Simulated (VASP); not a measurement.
Consider the following.

```
TiO2
1.0
   -1.86278     1.86278     4.74992
    1.86278    -1.86278     4.74992
    1.86278     1.86278    -4.74992
Ti O
2 4
Direct
  0.75000   0.25000   0.50000
  0.00000   0.00000   0.00000
  0.54334   0.04334   0.50000
  0.79334   0.79334   0.00000
  0.20666   0.20666   0.00000
  0.95666   0.45666   0.50000
```

The numbers are results of PW91 GGA, VASP's PBE PAW potentials (set 64) (plane waves; VASP), not measurements. Run with 520 eV cut-off, 8×8×8 Γ-centred mesh, Gaussian smearing of 0.050 eV, potentials Ti_sv O.

Question: The ions and cell shape at fixed volume are relaxed. What does this cell relax into?

Answer: 
```
TiO2
1.0
   -1.88496     1.88496     4.63879
    1.88496    -1.88496     4.63879
    1.88496     1.88496    -4.63879
Ti O
2 4
Direct
  0.75000   0.25000   0.50000
  0.00000   0.00000   0.00000
  0.53775   0.03775   0.50000
  0.78775   0.78775   0.00000
  0.21225   0.21225   0.00000
  0.96225   0.46225   0.50000
```
Space group I4_1/amd (141), at a tolerance of 0.03 Å.

Question: How much energy does the relaxation gain?

Answer: The energy (σ→0) changes by -5.5 meV/atom, in 8 ionic steps.

The compound is TiO2 in the anatase structure, one of several forms; rutile is the usual stable one. This cell is one point of a volume scan, at 0.94 of the reference volume. Symmetry was kept, so distortions that lower it aren't found.
